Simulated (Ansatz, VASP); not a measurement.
# Bi2Te2Se: VASP beside Ansatz

Wanted: the spread between two codes on one cell, functional and k mesh.

Method: plane waves, with VASP 6.6.1 beside it; single point at LDA, in Ansatz 0.2.0.

## Step 1: The starting structure

It takes space group R-3m (No. 166, trigonal). Conventional cell: a = 4.322 Å, b = 4.322 Å, c = 31.757 Å, α = 90.00°, β = 90.00°, γ = 120.00°. Bi has 3 Te at 3.05 Å and 3 Se at 3.11 Å nearest. Nearest to Te lie 3 Bi at 3.05 Å. Nearest to Se lie 6 Bi at 3.11 Å. Farther neighbours and most contacts between anions are not listed.

## Step 2: VASP: single point, LDA

A single point gives forces, pressure and levels at one fixed geometry, so differences don't come from the geometry; what else differs is listed under the comparison.

Lines of VASP's logs that name or quote its potential files are left out, and so is its time.

File INCAR:

```
SYSTEM = Bi2Te2Se
PREC = Accurate
ENCUT = 500
EDIFF = 1E-08
NELM = 100
ISMEAR = 0
SIGMA = 0.01
LREAL = .FALSE.
ALGO = Normal
GGA = CA
NBANDS = 73
LORBIT = 11
LWAVE = .TRUE.
LCHARG = .FALSE.
KPAR = 8
```

File POSCAR:

```
Bi2Te2Se
1.0
    2.1609687617      1.2476358963     10.5855712543
   -2.1609687617      1.2476358963     10.5855712543
    0.0000000000     -2.4952717926     10.5855712543
Bi Te Se
2 2 1
Direct
    0.6082787600      0.6082787600      0.6082787600
    0.3917212400      0.3917212400      0.3917212400
    0.2195951300      0.2195951300      0.2195951300
    0.7804048700      0.7804048700      0.7804048700
    0.0000000000      0.0000000000      0.0000000000
```

File KPOINTS:

```
Automatic mesh
0
Gamma
4 4 4
0 0 0
```

The projector-augmented-wave data sets are Bi_sv_GW, Te_sv_GW and Se_sv_GW (LDA family, release 64).

Run with:

```console
mpirun -np 8 vasp_std
```

Numbers of over 12 decimals in the logs are rounded to 6 here.

Output:

```text
[banner, memory and clock lines left out]
running    8 mpi-ranks, on    1 nodes
 distrk:  each k-point on    1 cores,    8 groups
 distr:  one band on    1 cores,    1 groups

 POSCAR found type information on POSCAR BiTeSe
 POSCAR found :  3 types and       5 ions
|                                                                             |
|           W    W    AA    RRRRR   N    N  II  N    N   GGGG   !!!           |
|           W    W   A  A   R    R  NN   N  II  NN   N  G    G  !!!           |
|           W    W  A    A  R    R  N N  N  II  N N  N  G       !!!           |
|           W WW W  AAAAAA  RRRRR   N  N N  II  N  N N  G  GGG   !            |
|           WW  WW  A    A  R   R   N   NN  II  N   NN  G    G                |
|           W    W  A    A  R    R  N    N  II  N    N   GGGG   !!!           |
|                                                                             |
|     For optimal performance we recommend to set                             |
|       NCORE = 2 up to number-of-cores-per-socket                            |
|     NCORE specifies how many cores store one orbital (NPAR=cpu/NCORE).      |
|     This setting can greatly improve the performance of VASP for DFT.       |
|     The default, NCORE=1 might be grossly inefficient on modern             |
|     multi-core architectures or massively parallel machines. Do your        |
|     Unfortunately you need to use the default for GW and RPA                |
|     calculations (for HF NCORE is supported but not extensively tested      |
|     yet).                                                                   |
|                                                                             |

 LDA part: xc-table for (Slater(with rela. corr.)+CA(PZ))
 , standard interpolation
 POSCAR, INCAR and KPOINTS ok, starting setup
 FFT: planning ... GRIDC
 FFT: planning ... GRID_SOFT
 FFT: planning ... GRID
 WAVECAR not read
 entering main loop
       N       E                     dE             d eps       ncg     rms          rms(c)
DAV:   1     0.338733844278E+04    0.33873E+04   -0.73509E+04  3463   0.120E+04
DAV:   2     0.918630448955E+03   -0.24687E+04   -0.23921E+04  3103   0.273E+03
DAV:   3     0.122494261304E+03   -0.79614E+03   -0.77974E+03  3209   0.894E+02
DAV:   4     0.885105880370E-01   -0.12241E+03   -0.12087E+03  3399   0.488E+02
DAV:   5    -0.201566074038E+02   -0.20245E+02   -0.20194E+02  3563   0.214E+02    0.678E+00
DAV:   6    -0.217882858400E+02   -0.16317E+01   -0.22057E+01  3716   0.640E+01    0.438E+00
DAV:   7    -0.219813570908E+02   -0.19307E+00   -0.23902E+00  3740   0.220E+01    0.280E+00
DAV:   8    -0.220148169313E+02   -0.33460E-01   -0.38110E-01  3748   0.102E+01    0.279E-01
DAV:   9    -0.220241174181E+02   -0.93005E-02   -0.11133E-01  3796   0.508E+00    0.211E-01
DAV:  10    -0.220275837589E+02   -0.34663E-02   -0.35675E-02  3780   0.265E+00    0.720E-02
DAV:  11    -0.220289318039E+02   -0.13480E-02   -0.13598E-02  3796   0.164E+00    0.412E-02
DAV:  12    -0.220294907077E+02   -0.55890E-03   -0.56851E-03  3788   0.108E+00    0.928E-03
DAV:  13    -0.220297254000E+02   -0.23469E-03   -0.23641E-03  3756   0.717E-01    0.681E-03
DAV:  14    -0.220298275150E+02   -0.10212E-03   -0.10256E-03  3788   0.462E-01    0.406E-03
[...]
DAV:  20    -0.220299129350E+02   -0.11081E-05   -0.11089E-05  3788   0.445E-02    0.708E-04
DAV:  21    -0.220299134867E+02   -0.55170E-06   -0.55315E-06  3660   0.304E-02    0.479E-04
DAV:  22    -0.220299137588E+02   -0.27217E-06   -0.27516E-06  3444   0.212E-02    0.379E-04
DAV:  23    -0.220299138961E+02   -0.13731E-06   -0.13851E-06  3204   0.147E-02    0.297E-04
DAV:  24    -0.220299139661E+02   -0.69980E-07   -0.70415E-07  3036   0.104E-02    0.296E-04
DAV:  25    -0.220299140009E+02   -0.34765E-07   -0.35912E-07  2628   0.751E-03    0.194E-04
DAV:  26    -0.220299140180E+02   -0.17069E-07   -0.18155E-07  2228   0.556E-03    0.140E-04
DAV:  27    -0.220299140268E+02   -0.87966E-08   -0.84939E-08  1780   0.413E-03
   1 F= -.22029914E+02 E0= -.22029914E+02  d E =-.149174E-20
 writing wavefunctions
```

Parts of OUTCAR (step 2):

```text
ion  position               nearest neighbor table
   1  0.608  0.608  0.608-
   2  0.392  0.392  0.392-
   3  0.220  0.220  0.220-
   4  0.780  0.780  0.780-
   5  0.000  0.000  0.000-

  LATTYP: Found a trigonal (rhomboedric) cell.
 ALAT       =    10.8756930859
 COS(alpha) =     0.9210389187

 Subroutine GETGRP returns: Found 12 space group operations
 (whereof 12 operations were pure point group operations)

The static configuration has the point symmetry D_3d.

 Found     13 irreducible k-points:

   k-points           NKPTS =     13   k-points in BZ     NKDIM =     13   number of bands    NBANDS=     73

   dimension x,y,z NGX =    80 NGY =   80 NGZ =   80
   dimension x,y,z NGXF=   160 NGYF=  160 NGZF=  160

   ENCUT  =  500.0 eV  36.75 Ry    6.06 a.u.  19.83 19.83 19.83*2*pi/ulx,y,z

   NELECT =     118.0000    total number of electrons

 k-points in reciprocal lattice and weights: Automatic mesh
   0.00000000  0.00000000  0.00000000       0.016
   0.25000000 -0.00000000  0.00000000       0.094
   0.50000000 -0.00000000  0.00000000       0.047
   0.25000000  0.25000000  0.00000000       0.094
   0.50000000  0.25000000  0.00000000       0.188
  -0.25000000  0.25000000  0.00000000       0.094
   0.50000000  0.50000000  0.00000000       0.047
   0.25000000  0.25000000  0.25000000       0.031
   0.50000000  0.25000000  0.25000000       0.094
  -0.25000000  0.25000000  0.25000000       0.094
   0.50000000  0.50000000  0.25000000       0.094
  -0.25000000  0.50000000  0.25000000       0.094
   0.50000000  0.50000000  0.50000000       0.016

 average (electrostatic) potential at core
       1-104.0215       2-104.0215       3-168.4699       4-168.4699       5 -97.2408

 E-fermi :   4.0619

 k-point     1 :       0.0000    0.0000    0.0000
  band No.  band energies     occupation
    ...
     55       2.9881      2.00000
     56       2.9881      2.00000
     57       3.3998      2.00000
     58       3.3998      2.00000
     59       3.9998      2.00000
     60       4.3698      0.00000
     61       5.3494      0.00000
     62       5.3494      0.00000
     63       6.1450      0.00000
     64       6.5178      0.00000
    ...

 k-point     2 :       0.2500   -0.0000    0.0000
  band No.  band energies     occupation
    ...
     55       2.3795      2.00000
     56       2.5172      2.00000
     57       3.0915      2.00000
     58       3.2732      2.00000
     59       3.6254      2.00000
     60       5.1162      0.00000
     61       6.0615      0.00000
     62       6.2309      0.00000
     63       6.7012      0.00000
     64       7.0474      0.00000
    ...

 k-point     3 :       0.5000   -0.0000    0.0000
  band No.  band energies     occupation
    ...
     55       1.5003      2.00000
     56       1.8388      2.00000
     57       2.3900      2.00000
     58       3.1902      2.00000
     59       3.4697      2.00000
     60       5.0291      0.00000
     61       5.9588      0.00000
     62       6.8289      0.00000
     63       7.0689      0.00000
     64       7.7490      0.00000
    ...

  Total       -5.0070187     -5.0070187     -5.5012050      0.0000000      0.0000000      0.0000000
  in kB      -46.8476589    -46.8476589    -51.4714624      0.0000000      0.0000000      0.0000000
  external PRESSURE =     -48.3889267 kB  Pullay stress =       0.0000000 kB

  energy-cutoff  :      500.00
  volume of cell :      171.24
      direct lattice vectors                 reciprocal lattice vectors
     2.160968762  1.247635896 10.585571254     0.231377708  0.133585982  0.031489404
    -2.160968762  1.247635896 10.585571254    -0.231377708  0.133585982  0.031489404
     0.000000000 -2.495271793 10.585571254     0.000000000 -0.267171964  0.031489404

 POSITION                                       TOTAL-FORCE (eV/Angst)
 -----------------------------------------------------------------------------------
      0.00000      0.00000     19.31693         0.000000      0.000000     -0.024126
      0.00000      0.00000     12.43978         0.000000     -0.000000      0.024126
      0.00000      0.00000      6.97362         0.000000      0.000000      0.154268
      0.00000      0.00000     24.78309         0.000000     -0.000000     -0.154268
      0.00000      0.00000      0.00000         0.000000      0.000000      0.000000
 -----------------------------------------------------------------------------------
    total drift:                                0.000000      0.000000     -0.000000

  FREE ENERGIE OF THE ION-ELECTRON SYSTEM (eV)
  ---------------------------------------------------
  free  energy   TOTEN  =       -22.0299140268 eV

  energy  without entropy=      -22.0299140268  energy(sigma->0) =      -22.02991403

 total charge
# of ion       s       p       d       f       tot
--------------------------------------------------
    1        3.362   6.736   9.759   0.009  19.867
    2        3.362   6.736   9.759   0.009  19.867
    3        3.131   7.337   9.885   0.001  20.353
    4        3.131   7.337   9.885   0.001  20.353
    5        3.464   8.230  10.018   0.001  21.714
--------------------------------------------------
tot         16.450  36.376  49.306   0.021 102.154

[... 3 further parts left out ...]
```

The run ends at a pressure of -4.84 GPa, with forces up to 0.15 eV/Å.

## Step 3: Ansatz: single point, LDA

Ansatz runs on its default PAW (the set named soft_2) files.

The same cell, functional (in two slightly different forms), mesh and smearing now go to Ansatz, which takes its cutoff from its data sets.

File input.yaml:

```yaml
crystal:
  lattice:
    - [2.1609687617, 1.2476358963, 10.5855712543]
    - [-2.1609687617, 1.2476358963, 10.5855712543]
    - [0.0, -2.4952717926, 10.5855712543]
  atoms:
    - { symbol: Bi, position: [0.60827876, 0.60827876, 0.60827876] }
    - { symbol: Bi, position: [0.39172124, 0.39172124, 0.39172124] }
    - { symbol: Te, position: [0.21959513, 0.21959513, 0.21959513] }
    - { symbol: Te, position: [0.78040487, 0.78040487, 0.78040487] }
    - { symbol: Se, position: [0.0, 0.0, 0.0] }
hamiltonian:
  xc: lda
  pseudopotentials: { kind: paw }
kpoints:
  mp_grid: { grid: [4, 4, 4] }
scf:
  occupations: { method: gaussian, width: 0.01 }
  n_extra_bands: 5
output:
  forces: true
  stress: true
  eigenvalues: true
  write_density: true
  write_potential: true
  elf: true
  volumetric_format: npy
```

Run with:

```console
ansatz run input.yaml --threads 2 --pin off --max-ram 4608MiB --backend cpu --events-out ev --progress --plain --runs-dir out
```

Output:

```text
basis.fft_grid_basis auto: the FFT boxes are laid along the combinations [[1, -1, 0], [0, 1, 0], [0, -1, 1]] of the cell's own vectors, 4.322, 10.876 and 4.322 Å long. The dense box has 30×75×30 points. Along the cell's own vectors, as sized, it would have 75×75×75, 6.25 times as many. Of the 12 symmetry operations that the crystal satisfies within crystal.symmetry.tolerance (time reversal apart; of a slab, those tha [...]
scf.n_extra_bands = 5 over 39 filled bands (N_el = 78.0): the run solves 44 bands
Engine: ansatz 0.2.0, aarch64-unknown-linux-gnu
Pseudopotentials: kind: paw
Pseudopotential: Bi, paw, valence charge 15, recommended cutoff 420 eV (normal), Bi.paw.azcp
Pseudopotential: Te, paw, valence charge 16, recommended cutoff 420 eV (normal), Te.paw.azcp
Pseudopotential: Se, paw, valence charge 16, recommended cutoff 420 eV (normal), Se.paw.azcp
Functional definition: SPW92
  exchange = slater_x
  correlation = pw_c
Crystal: 5 atoms, lattice volume = 171.239 Å³
Basis set: ecut = 420 eV, 3335 PW (Γ), FFT grids on a1−a2, a2, −a2+a3
Bands: 44, of which v1, the nominal top of the filled ones, is band 39 counted from 1 (38 counted from 0)
Symmetry: 12 space group operations
Space group: R-3m (ITA 166), of the structure as read, at distance tolerance 5.6e-5 Å
k-points: 13 of 64
Non-local potential: Bi, projectors of the file, l = 0: 2, l = 1: 2, l = 2: 2, l = 3: 2
Non-local potential: Te, projectors of the file, l = 0: 2, l = 1: 2, l = 2: 2, l = 3: 2
Non-local potential: Se, projectors of the file, l = 0: 2, l = 1: 2, l = 2: 3, l = 3: 1
PAW form: soft (Blöchl's): semilocal exchange-correlation on the pseudo side does not see the compensation charge
PAW frozen core: Bi, regenerated for the run's functional, and the local potential with it (the file was generated under x = pbe(κ = 0.804, μ = 0.219515), c = pbe(β = 0.066725))
PAW frozen core: Te, regenerated for the run's functional, and the local potential with it (the file was generated under x = pbe(κ = 0.804, μ = 0.219515), c = pbe(β = 0.066725))
PAW frozen core: Se, regenerated for the run's functional, and the local potential with it (the file was generated under x = pbe(κ = 0.804, μ = 0.219515), c = pbe(β = 0.066725))
PAW one-centre angular grid: Bi, 590 points (default); XC on 64 Gauss nodes
PAW one-centre angular grid: Te, 590 points (default); XC on 64 Gauss nodes
PAW one-centre angular grid: Se, 590 points (default); XC on 64 Gauss nodes
Initial density: superposition of atomic densities (neutral atoms: chi_scale 0, normalization atom), corrected by the library's trained network
Initial wavefunctions: pseudopotential atomic-orbital guess
Functional: x = slater, c = lda
SCF iter   1: F=—  HF=-43210.639122 eV  |F-HF|=—  |Δ(HF+E_count)|=         —  Δρ=3.88e-3  dr2=3.02e-2  ethr=1.77e-3  ⟨swp⟩=8.2  Hψ=2316  notcnv=0
preconditioner: auto → Resta (q_TF=auto, 2.393 Å⁻¹)  ε∞=4.8  [insulator: Δε(μ)=0.340 eV  Ē_g=7.699 eV  σ=0.010 eV  W_gap=1.00  n_scr=44 (ndim 8)  ℏωp=15.0 eV  f_vac=0.050  D(μ)=0.00/eV (n_scr^D=0)  ε∞_Penn≈4.8]
SCF iter   2: F=—  HF=-43210.630875 eV  |F-HF|=—  |Δ(HF+E_count)|=   8.25e-3  Δρ=2.11e-3  dr2=5.20e-3  ethr=3.87e-5  ⟨swp⟩=3.2  Hψ=892  notcnv=0  defer=13
SCF iter   3: F=—  HF=-43210.629939 eV  |F-HF|=—  |Δ(HF+E_count)|=   9.36e-4  Δρ=9.38e-4  dr2=1.43e-3  ethr=6.66e-6  ⟨swp⟩=2.3  Hψ=916  notcnv=0  defer=13
SCF iter   4: F=—  HF=-43210.629745 eV  |F-HF|=—  |Δ(HF+E_count)|=   1.95e-4  Δρ=1.79e-4  dr2=1.28e-4  ethr=1.83e-6  ⟨swp⟩=2.0  Hψ=1078  notcnv=0  defer=13
SCF iter   5: F=—  HF=-43210.629716 eV  |F-HF|=—  |Δ(HF+E_count)|=   2.85e-5  Δρ=6.50e-5  dr2=1.06e-5  ethr=1.64e-7  ⟨swp⟩=2.0  Hψ=1066  notcnv=0  defer=13
SCF iter   6: F=—  HF=-43210.629583 eV  |F-HF|=—  |Δ(HF+E_count)|=   1.33e-4  Δρ=1.76e-5  dr2=8.39e-7  ethr=1.36e-8  ⟨swp⟩=2.0  Hψ=1065  notcnv=0  defer=13
SCF iter   7: F=-43210.629584 eV  HF=-43210.629584 eV  |F-HF|=1.13e-8  |Δ(HF+E_count)|=   2.37e-7  Δρ=4.81e-6  dr2=8.76e-8  ethr=1.28e-10  ⟨swp⟩=13.8  Hψ=4728  notcnv=0
SCF 1 converged in 7 iterations: F = -43210.629584 eV  dr2 = 8.76e-8
  greatest PAW one-centre occupation: 1.000 electrons in one spin orbital (limit 2), on the Se atom at site 4 (counted from 0), in its partial waves of l = 2
SCF converged after 7 iterations
Free energy (F): -43210.629584 eV
Harris-Foulkes:  -43210.629584 eV  (|F-HF|=1.13e-8)
Internal energy: -43210.629584 eV  (E = F + TS)
E sigma→0 (E₀):  -43210.629584 eV
Fermi energy:    7.831953 eV
--- Per-component energies (eV) ---
  E_band       = -1198.546436
  E_kinetic    = 1084.888329
  E_local      = -9075.544842  (includes V_loc(G=0)·N_el)
  E_nonlocal   = -68.433330
  E_hartree    = 4293.670424
  E_xc         = -652.212251
  E_vxc        = -597.121232  (∫ρ·V_xc dr)
  E_paw        = -31552.015414  (= ΣΔE_a)
  E_vpaw       = -1129.674970  (= ΣTr[D̂ρ^β])
  E_aug_tail   = -0.002028  (compensation charges beyond the density's cutoff)
  E_ewald      = -7244.545389
  E_core_change = 3.564915  (= ΣΔE_core)
  E_smearing   = -0.000000  (= −TS)
  E_closure    = 0.000000  (closes the sum)
  Σ components = -43210.629584   (vs F -43210.629584, Δ=0.00e0)
--- Forces (eV/Å), atoms counted from 1 ---
  atom   1  Bi    -0.00000000    -0.00000000    -0.03641076
  atom   2  Bi     0.00000000     0.00000000     0.03641076
  atom   3  Te     0.00000000    -0.00000000     0.18019334
  atom   4  Te     0.00000000     0.00000000    -0.18019334
  atom   5  Se     0.00000000     0.00000000    -0.00000000
  max |Σ_I F_I| component: 5.55e-17 eV/Å
--- Stress (GPa, compression-positive) ---
       -2.552533       0.000000       0.000000
        0.000000      -2.552533       0.000000
        0.000000       0.000000      -3.011464
  P = ⅓ Tr σ = -2.7055 GPa (-27.055 kbar)
--- Band table (eV; the first three rows and the last of 13) ---
  k-point 0: bands = [... 35 lower, 6.6483, 7.0618, 7.0618, 7.6482, 8.0157, 9.0070, 9.0070, 9.7970, ... 1 higher]
  k-point 1: bands = [... 35 lower, 6.1697, 6.7507, 6.9359, 7.2761, 8.7691, 9.7167, 9.8807, 10.3523, ... 1 higher]
  k-point 2: bands = [... 35 lower, 5.5011, 6.0484, 6.8535, 7.1236, 8.6816, 9.6152, 10.4819, 10.7266, ... 1 higher]
  k-point 12: bands = [... 35 lower, 6.7273, 6.9529, 6.9529, 7.0980, 8.4449, 9.1672, 9.1672, 9.6889, ... 1 higher]
```

Wall time 4.7 s (2 threads of Arm Neoverse V1, shared host); peak memory 0.47 GiB; 9.1 s of CPU time.

The run ends at a pressure of -2.71 GPa, with forces up to 0.18 eV/Å.

## Step 4: Differences

Known differences besides the potentials themselves: the two LDA forms differ slightly; the data sets hold 78 valence electrons in Ansatz (default PAW (the set named soft_2) files) and 118 in VASP; the cutoff is 420 eV in Ansatz and 500 eV in VASP; VASP's log shows a relativistic correction to its local exchange, Ansatz's none. Total energies have different zeros and are not compared.

Compared:

```
              quantity  Ansatz   VASP  difference
gap on the k mesh (eV)   0.368  0.370      -0.002
```

Forces (eV/Å; atoms numbered as in POSCAR):

```
atom        Ansatz x, y, z          VASP x, y, z
 Bi1  0.000, 0.000, -0.036  0.000, 0.000, -0.024
 Bi2   0.000, 0.000, 0.036   0.000, 0.000, 0.024
 Te3   0.000, 0.000, 0.180   0.000, 0.000, 0.154
 Te4  0.000, 0.000, -0.180  0.000, 0.000, -0.154
 Se5   0.000, 0.000, 0.000   0.000, 0.000, 0.000
```

The forces differ by 10 meV/Å r.m.s., which is 18.4 % of the r.m.s. force of 0.06 eV/Å (both taken over all components). Not compared: the pressure (VASP's GW data sets at this cutoff don't carry it). A gap on the mesh is an upper bound, since the band edges may lie between its points; neither run holds spin-orbit coupling, which can move the band edges of a compound of Bi.

## Step 5: What the set-up changes

Further runs change the set-up of one program: Ansatz's method, potentials or start, or VASP's data sets, cutoff or form of LDA. The table gives Ansatz less VASP for each quantity, since a change that brings one quantity closer may part another.

```
                                        run  r.m.s. force difference (meV/Å)  gap on the k mesh (eV)
                                   as above                               10                 -0.0025
                       cores kept as stored                               10                 -0.0031
          Ansatz's all-electron LAPW method                              9.2                 -0.0026
    Ansatz's larger PAW set (cutoff 600 eV)                              8.7                 -5.4e-4
norm-conserving potentials (cutoff 1170 eV)                               13                 -0.0095
```

## Step 6: Summary of results

```json
{
 "r.m.s. force difference (single point, LDA)": "10 meV/Å"
}
```

What this shows: The r.m.s. force difference is 10 meV/Å (single point, LDA), within the 12 meV/Å picked in this series as the mark of a large difference. Single point, LDA, Ansatz's larger PAW set (cutoff 600 eV): the difference in gap on the k mesh goes from -0.0025 to -5.4e-4 eV. Single point, LDA, norm-conserving potentials (cutoff 1170 eV): r.m.s. force difference goes from 10 to 13 meV/Å; the difference in gap on the k mesh goes from -0.0025 to -0.0095 eV. How closely two codes agree says nothing of how well the functional describes the real material.

[Lines on the potential files, build, host, timing and source positions are cut from VASP's logs without a mark.]

[Logs are printed without paths, hosts, clocks, repeated set-up lines and the standing remarks that a program may print on its own settings, such as how far it seeks lower states.]

[Hosts, paths, dates, database ids (printed as entryN), source tags and the programs' standing remarks are cut or masked in the printed files.]
